SCAN is the row that looks wrong. Its direct gap of MoS₂ is 2.085 eV, while optical measurements put the strong absorption edge at roughly 1.9 eV (a rough recalled value). The other four functionals give about 1.95 eV and seem to be right. Yet for the indirect gap the ranking turns round: SCAN comes closest to the measured 1.2 to 1.3 eV, again roughly recalled, and the other four fall further short.

VASP 6.6.1, plane-wave Kohn-Sham DFT with PAW potentials for bulk MoS₂ (P6₃/mmc, 6 atoms) at one fixed geometry, without spin polarisation or spin-orbit coupling. All rows use an 8×8×2 k mesh, a plane-wave cutoff of 520 eV and Fermi-Dirac smearing of 0.05 eV.

| functional | potentials | gap on mesh (eV) | direct gap on mesh (eV) |
| --- | --- | --- | --- |
| LDA | VASP PAW LDA potentials, recommended | 0.911 | 1.953 |
| PBEsol | VASP PAW PBE potentials, recommended | 0.947 | 1.958 |
| SCAN | VASP PAW PBE potentials, recommended | 1.099 | 2.085 |
| optB86b-vdW | VASP PAW PBE potentials, recommended | 0.963 | 1.954 |
| vdW-DF2 | VASP PAW PBE potentials, recommended | 0.970 | 1.942 |

The gap on mesh is the lowest empty level minus the highest filled one, wherever on the mesh each of them lies. The direct gap on mesh is the smallest such difference at one and the same point, which is what matters for strong absorption of light. A functional may be good for one gap and poor for the other, so the reversed ranking is only a reason for suspicion. The fault turns out to lie in something that all five rows share.

## What happens: the decisive point is skipped

The smallest direct gap of MoS₂ lies at the corner of the hexagonal Brillouin zone, called K. This is well established for the material. K sits one third of the way along each of the two in-plane reciprocal axes. A mesh that starts at the zone centre and divides each axis into eight would have to take 2.67 steps to get there, so it passes K by.

The weights of the mesh points in these runs confirm this. Symmetry merges equivalent points into one, and the weight tells how many were merged: here 1, 3, 6 or 12. K has just one partner, the opposite corner of the zone, so the pair would show up as a set of two. No such set is present.

Nothing in the run raises an alarm. The total energy is an average over the whole zone, and in a semiconductor the neighbours of K stand in for it quite well. A gap is an extreme value, fixed by one or two points. A mesh that is good enough for the energy can therefore still be poor for the gap.

## Why the error has a sign

The smallest value found at some points is never below the smallest value over all points. Each direct gap in the table is thus an upper bound to what the same functional would give in the same cell on a complete mesh. The same holds for the indirect gap, since a mesh can never find a conduction level below the true minimum or a valence level above the true maximum. The conduction minimum of the bulk crystal lies between the zone centre and K, where the mesh may also miss it.

This one-sidedness decides what each comparison with experiment is worth. All five indirect gaps lie below 1.2 eV, and a complete mesh could only lower them, so the underestimate is real: at least 0.1 eV for SCAN and 0.2 to 0.3 eV for the others. All five direct gaps lie above 1.9 eV, and a better mesh would lower these too, by an amount that the table leaves open. The agreement at 1.95 eV is therefore no evidence that the functionals describe the direct gap well.

That four functionals agree on the direct gap within 0.02 eV does not help either. They were all evaluated at the same points and share the same omission. Agreement between methods is a test only of what differs between them.

## How large the error can be

The size follows from geometry and one property of the bands. Let $a = 3.161$ Å be the in-plane cell edge and $n = 8$ the number of divisions. The mesh point nearest to K lies at $3/8$ instead of $1/3$ along both axes, an offset of $1/24$, or $1/(3n)$ for any $n$ that is not a multiple of three. In the hexagonal reciprocal cell this is a distance

$$q = \frac{4\pi}{a}\cdot\frac{1}{3n} = \frac{4\pi}{3.161\ \text{Å}}\cdot\frac{1}{24} \approx 0.166\ \text{Å}^{-1}.$$

Away from K the conduction band rises and the valence band falls, so the gap between them widens. For parabolic bands the widening is $\hbar^2q^2/(2\mu)$, where $\mu$ is the reduced mass of electron and hole. With a rough recalled $\mu$ of 0.25 electron masses, and $\hbar^2/(2m_e) \approx 3.8$ eV Å² for the free electron mass $m_e$,

$$\Delta E \approx \frac{3.8 \times 0.166^2}{0.25}\ \text{eV} \approx 0.4\ \text{eV}.$$

This is an order of magnitude, and more likely too high than too low. Near K the two bands push each other apart, and with growing distance their parabolas straighten into lines, which rise less steeply than the formula assumes. A few tenths of an eV is a fair reading. The printed analysis after this text gives the steps of the estimate, in which no constant was adjusted to the table.

Even a few tenths are enough to change the verdict. Taken off 1.95 eV, they bring the direct gap of the four similar rows clearly below the measured edge, in line with their indirect gaps. SCAN would then probably be the closest row for both gaps, and the reversal that raised the suspicion would disappear. The table does not test this step, which rests on the estimate.

## What remains of the comparison between functionals

Since the mesh is common to all rows, much of its error should cancel when one functional is compared with another. SCAN gives a direct gap 0.13 to 0.14 eV wider than every other row, and an indirect gap wider by 0.13 to 0.19 eV. Both gaps open by similar amounts, as they should if the functional moves the empty levels as a group away from the filled ones.

Standard theory gives the likely reason. LDA, PBEsol and the two van der Waals functionals depend on the electron density alone, so every electron moves in the same local potential. The gap between levels in such a potential leaves out a jump that the exact potential makes when an electron is added, and it comes out too small. SCAN also depends on the kinetic energy density of the orbitals, so its potential acts differently on different orbitals, and part of the jump enters the level gap. A hybrid functional goes further along this road, and on the present mesh it would probably look even worse for the direct gap, partly just because K is skipped.

The smaller differences deserve more caution. LDA has the lowest indirect gap, but it was also run with its own set of potentials, so the functional is not the only thing that changed. All rows share one fixed geometry. Its cell is nearly free of pressure with SCAN and optB86b-vdW, but vdW-DF2 is left under about 13 GPa, and the sulfur atoms feel forces along the layer normal in every row. If each functional were allowed to choose its own cell and atomic positions, the gaps would shift and the order of the four lower rows could change.

## What to do about it

Centre the mesh on the zone centre and choose the in-plane divisions as a multiple of three whenever the band edge of a hexagonal crystal lies at K. The formula for $q$ shows why this counts for more than sheer density. In a series of meshes centred on the zone centre, with 8, 9 and 16 divisions, the distance to K would be an eighth of the way from the centre to K, then zero, then a sixteenth. The error grows with the square of this distance, so the mesh of 16 would still carry about a quarter of the present one, roughly 0.1 eV, while the much cheaper mesh of 9 would have none at K.

The two limits are worth keeping in mind. With ever more divisions the error vanishes on any mesh, but in jumps, because every third mesh hits K exactly. With flat bands it would vanish on a coarse mesh too, since all points would show the same gap. The danger is greatest for light carriers, whose bands are steep.

For the indirect gap a multiple of three is not enough, because the conduction minimum lies at no simple fraction of the zone. There the levels should be computed along a line from the zone centre to K, with the density of the converged run held fixed, and for SCAN the kinetic energy density as well. The same line ends at K and so delivers the direct gap as well. Spin-orbit coupling should be included at that stage: it raises the top of the valence band at K and so lowers the direct gap further.

Printed output of the fit:

```
Gaps against rough recalled measured values (eV):
          row  direct less indirect  indirect less 1.2  direct less 1.9
          LDA                 1.042             -0.289            0.053
       PBEsol                 1.011             -0.253            0.058
         SCAN                 0.986             -0.101            0.185
  optB86b-vdW                 0.991             -0.237            0.054
      vdW-DF2                 0.972              -0.23            0.042
SCAN gap less the gap of each row (eV):
          row  indirect  direct
          LDA     0.188   0.132
       PBEsol     0.152   0.127
         SCAN         0       0
  optB86b-vdW     0.136   0.131
      vdW-DF2     0.129   0.143
Span of the direct gaps without SCAN (eV): 0.016
Span of the direct gaps with SCAN (eV): 0.143
Mesh steps from the zone centre to K along each in-plane axis: 2.667
Equivalent points for the smallest weight in the list: 1
Equivalent points for the second weight in the list: 3
Equivalent points for the third weight in the list: 6
Equivalent points for the largest weight in the list: 12
Weight that K and its partner would carry together: 0.01562
Distance from K to the nearest mesh point (1/angstrom): 0.1656
The same distance as a share of the way from the zone centre to K (percent): 12.5
Lift of the direct gap at that distance, parabolic bands, order of magnitude only (eV): 0.4181
```
